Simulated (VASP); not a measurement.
A run of VASP 6.6.1:

Contents of INCAR:

```
SYSTEM = AlCo
  PREC = Accurate
  ENCUT = 600
  EDIFF = 1E-7
  ISMEAR = 1
  SIGMA = 0.1
  LREAL = .FALSE.
  LASPH = .TRUE.
  NELM = 80
  ALGO = Normal
  ISIF = 2
  LWAVE = .FALSE.
  LCHARG = .FALSE.
  METAGGA = R2SCAN
  LMIXTAU = .TRUE.
  IBRION = 2
  NSW = 40
  EDIFFG = -0.01
```

The input KPOINTS:

```
Automatic mesh
0
G
  14 14 14
  0 0 0
```

POSCAR

```
AlCo                                    
1.0
    2.8400386350     -0.0000000000     -0.0000000000
   -0.0000000000      2.8400386350     -0.0000000000
    0.0000000000     -0.0000000000      2.8400386350
  Al              Co            
     1     1
Direct
     0.0000000000000000    0.0000000000000000    0.0000000000000000
     0.5000000000000000    0.5000000000000000    0.5000000000000000
```

Potentials or basis: VASP PAW PBE potentials, release 64 (Al, Co).

Command:

```bash
$ cat potpaw_PBE.64/Al/POTCAR potpaw_PBE.64/Co/POTCAR > POTCAR
$ mpirun -np 1 vasp_std > vasp.out
```

Hardware: 1 thread of Intel(R) Xeon(R) 6975P-C (Granite Rapids) (shared host).

Estimate the wall time of this run.

Wall time 32 s on 1 thread of Intel(R) Xeon(R) 6975P-C (Granite Rapids) (shared host), peak memory 0.17 GiB. Counts: scf iterations 15, k points 120, ion steps 1.
